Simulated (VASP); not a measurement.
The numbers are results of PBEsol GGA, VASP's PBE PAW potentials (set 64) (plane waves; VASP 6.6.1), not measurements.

Input for VASP

**INCAR**
```
SYSTEM = AlGaN2
PREC = Accurate
ENCUT = 520
EDIFF = 1E-7
NELM = 100
ALGO = Normal
LREAL = .FALSE.
LASPH = .TRUE.
ISMEAR = -5
GGA = PS
LMAXMIX = 4
LWAVE = .FALSE.
LCHARG = .TRUE.
LORBIT = 11
NEDOS = 601
ISIF = 2
LEFG = .TRUE.
```

### POSCAR
```
AlGaN2
1
    3.1421651452     0.0000000000     0.0000000000
    0.0000000000     3.1421651452     0.0000000000
    0.0000000000     0.0000000000     4.4208424115
Al Ga N
1 1 2
Direct
  0.5000000000   0.5000000000   0.5000000000
  0.0000000000   0.0000000000   0.0000000000
  0.5000000000   0.0000000000   0.7398202419
  0.0000000000   0.5000000000   0.2601797581
```

### KPOINTS
```
Automatic mesh
0
Gamma
8 8 6
0 0 0
```

POTCAR, in this order: Al Ga_d N (PBE.64 set). Program: vasp_std.

What VASP printed:

**OSZICAR**
```
       N       E                     dE             d eps       ncg     rms          rms(c)
DAV:   1     0.167598497371E+03    0.16760E+03   -0.13578E+04  2120   0.227E+03
DAV:   2    -0.161936600791E+02   -0.18379E+03   -0.17920E+03  2417   0.410E+02
DAV:   3    -0.324782264208E+02   -0.16285E+02   -0.16185E+02  2450   0.115E+02
DAV:   4    -0.328733459864E+02   -0.39512E+00   -0.39453E+00  2855   0.186E+01
DAV:   5    -0.328792765858E+02   -0.59306E-02   -0.59293E-02  2675   0.193E+00    0.110E+01
DAV:   6    -0.287425604596E+02    0.41367E+01   -0.18299E+01  3149   0.617E+01    0.381E+00
DAV:   7    -0.287705829480E+02   -0.28022E-01   -0.11827E+00  2228   0.104E+01    0.268E+00
DAV:   8    -0.287418965065E+02    0.28686E-01   -0.22413E-01  3084   0.657E+00    0.854E-01
DAV:   9    -0.287277768128E+02    0.14120E-01   -0.58024E-02  3032   0.413E+00    0.357E-01
DAV:  10    -0.287277314887E+02    0.45324E-04   -0.53310E-03  2457   0.619E-01    0.137E-01
DAV:  11    -0.287277404104E+02   -0.89217E-05   -0.68093E-04  3296   0.431E-01    0.215E-02
DAV:  12    -0.287277514587E+02   -0.11048E-04   -0.92557E-05  2208   0.906E-02    0.122E-02
DAV:  13    -0.287277520919E+02   -0.63320E-06   -0.42494E-06  3366   0.372E-02    0.634E-03
DAV:  14    -0.287277520117E+02    0.80197E-07   -0.11077E-06  2548   0.125E-02    0.283E-03
DAV:  15    -0.287277519547E+02    0.57034E-07   -0.92138E-08  1216   0.273E-03
   1 F= -.28727752E+02 E0= -.28727752E+02  d E =0.000000E+00
```

OUTCAR:
```
------------------------ aborting loop because EDIFF is reached ----------------------------------------
  FORCE on cell =-STRESS in cart. coord.  units (eV):
  Direction    XX          YY          ZZ          XY          YZ          ZX
  --------------------------------------------------------------------------------------
  Total        0.0053392      0.0053392      0.0233569      0.0000000      0.0000000      0.0000000
  in kB        0.1959871      0.1959871      0.8573603      0.0000000      0.0000000      0.0000000
  external PRESSURE =       0.4164448 kB  Pullay stress =       0.0000000 kB
  volume of cell :       43.65
      direct lattice vectors                 reciprocal lattice vectors
     3.142165145  0.000000000  0.000000000     0.318251891  0.000000000  0.000000000
     0.000000000  3.142165145  0.000000000     0.000000000  0.318251891  0.000000000
     0.000000000  0.000000000  4.420842411     0.000000000  0.000000000  0.226201232
 POSITION                                       TOTAL-FORCE (eV/Angst)
 -----------------------------------------------------------------------------------
      1.57108      1.57108      2.21042         0.000000      0.000000      0.000000
      0.00000      0.00000      0.00000         0.000000     -0.000000      0.000000
      1.57108      0.00000      3.27063         0.000000     -0.000000     -0.009208
      0.00000      1.57108      1.15021         0.000000      0.000000      0.009208
 -----------------------------------------------------------------------------------
    total drift:                               -0.000000      0.000000      0.000000
  FREE ENERGIE OF THE ION-ELECTRON SYSTEM (eV)
  ---------------------------------------------------
  free  energy   TOTEN  =       -28.7277519547 eV

  energy  without entropy=      -28.7277519547  energy(sigma->0) =      -28.72775195

 total charge

# of ion       s       p       d       tot
------------------------------------------
    1        0.372   0.441   0.000   0.814
    2        0.789   0.921  10.185  11.894
    3        1.217   2.565   0.000   3.783
    4        1.217   2.565   0.000   3.783
--------------------------------------------------
tot          3.596   6.493  10.185  20.273

 Electric field gradients after diagonalization (V/A^2)
 (convention: |V_zz| > |V_xx| > |V_yy|)
----------------------------------------------------------------------
 ion       V_xx      V_yy      V_zz     asymmetry (V_yy - V_xx)/ V_zz
----------------------------------------------------------------------
   1      -2.032    -2.032     4.064       0.000
   2       3.812     3.812    -7.625       0.000
   3      17.413     1.645   -19.058       0.827
   4      17.413     1.645   -19.058       0.827
```
(Selected blocks of OUTCAR.)

The structure comes from a computed database's AlGaN2 entry (P-4m2); how it stands against other phases isn't given here. It was relaxed first.
